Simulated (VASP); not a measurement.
An input for Ansatz (written as the equivalent of a VASP run, and not itself run):

Ansatz 0.2 input:
```yaml
crystal:
  lattice:
    - [3.2343785, -2.6252377, 0.0000000]
    - [3.2343785, 2.6252377, 0.0000000]
    - [0.0000000, 0.0000000, 5.2725269]
  atoms:
    - { symbol: H, position: [0.9531675, 0.0468325, 0.1915163] }
    - { symbol: H, position: [0.0468325, 0.9531675, 0.6915163] }
    - { symbol: Br, position: [0.7570671, 0.2429329, 0.9874837] }
    - { symbol: Br, position: [0.2429329, 0.7570671, 0.4874837] }
kpoints:
  mp_grid: { grid: [5, 5, 4] }
hamiltonian:
  xc: r2scan
  pseudopotentials: { kind: paw }
scf:
  occupations: { method: gaussian, width: 0.05 }
  max_iter: 100
relax:
  max_steps: 60
  f_tol: 0.02
  cell: {}
output: { forces: true, stress: true, eigenvalues: true }
```

Q: Translate this input to VASP (INCAR, KPOINTS, POSCAR, choice of POTCAR).

A: This is not unique; one that fits is 
**INCAR**
```
ALGO=Normal
EDIFF=1E-6
EDIFFG=-0.02
ENCUT=400
IBRION=2
ISIF=3
ISMEAR=0
LASPH=.TRUE.
LCHARG=.FALSE.
LMAXMIX=4
LMIXTAU=.TRUE.
LREAL=.FALSE.
LWAVE=.FALSE.
METAGGA=R2SCAN
NELM=100
NSW=60
PREC=Accurate
SIGMA=0.05
SYSTEM=HBr
```

### KPOINTS
```
K-points
0
Gamma
 5 5 4
```

### POSCAR
```
HBr
1
    3.2343785048    -2.6252377154     0.0000000000
    3.2343785048     2.6252377154     0.0000000000
    0.0000000000     0.0000000000     5.2725268679
H Br
2 2
Direct
  0.9531674605   0.0468325395   0.1915162939
  0.0468325395   0.9531674605   0.6915162939
  0.7570671094   0.2429328906   0.9874837061
  0.2429328906   0.7570671094   0.4874837061
```

POTCAR, in this order: H Br (PBE.64 set). Program: vasp_std.

The two are equivalent in intent, not identical: each code has its own PAW files, so the cut-off isn't converted (ENCUT is set for VASP's; basis.ecutwfc is left out, and Ansatz then takes the one that its files recommend); Ansatz stops its SCF on the density residual and VASP on the energy change (EDIFF).

The structure comes from a measured HBr entry (Cmc2_1) of the Crystallography Open Database, whose conditions weren't checked. This run relaxes it. Symmetry was kept, so distortions that lower it aren't found. The start is the result of an earlier pass.
